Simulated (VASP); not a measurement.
Write the native input for VASP 6.6.1 that does the following.

```yaml
Task: relaxation of cell and atoms
Functional: LDA
Potentials_or_basis: VASP PAW LDA potentials, release 64 (Mg, S)
Cutoff: 600 eV
k_mesh: 8 × 8 × 8
Occupations: gaussian, width 0.02 eV
Spin: no spin polarisation
Dipole_correction: no
Further_INCAR_settings: ALGO = Normal; EDIFF = 1e-06; IBRION = 2; EDIFFG = -0.002; NSW = 100; ISIF = 3
```

The structure of MgS lies in POSCAR:

```
MgS
1.0
    0.0000000000      2.8300000000      2.8300000000
    2.8300000000      0.0000000000      2.8300000000
    2.8300000000      2.8300000000      0.0000000000
Mg S
1 1
Direct
    0.0000000000      0.0000000000      0.0000000000
    0.2500000000      0.2500000000      0.2500000000
```

The cell was built by a generator and needn't be a form met in nature.

The input as run:

INCAR

```
SYSTEM = MgS
ALGO = Normal
EDIFF = 1E-6
EDIFFG = -0.002
ENCUT = 600
IBRION = 2
ISIF = 3
ISMEAR = 0
LASPH = .True.
LCHARG = .False.
LREAL = .False.
LWAVE = .False.
NELM = 100
NSW = 100
PREC = Accurate
SIGMA = 0.02
```

KPOINTS

```
k-points
0
Gamma
  8 8 8
  0 0 0
```

Potentials or basis: VASP PAW LDA potentials, release 64 (Mg, S).

The run is started by

```console
$ cat potpaw_LDA.64/Mg/POTCAR potpaw_LDA.64/S/POTCAR > POTCAR
$ mpirun -np 1 vasp_std > vasp.out
```

It gave:

| Property | Result |
| --- | --- |
| Relaxed volume | 21.77 Å³/atom |
| Relaxed cell | a = 3.949 Å, b = 3.949 Å, c = 3.949 Å, α = 60.00°, β = 60.00°, γ = 60.00° |
| Space group after relaxing (to 0.05 Å) | F-43m (No. 216) |
| Energy gained by relaxing | 6.7 meV/atom |
| Ionic steps | 3 |
| Pressure after relaxing | 0.0 GPa |
| Band gap on the k mesh | 3.40 eV, direct |

It took 15 s on 1 thread of Intel(R) Xeon(R) Platinum 8488C (Sapphire Rapids) (shared host), peak memory 0.16 GiB.
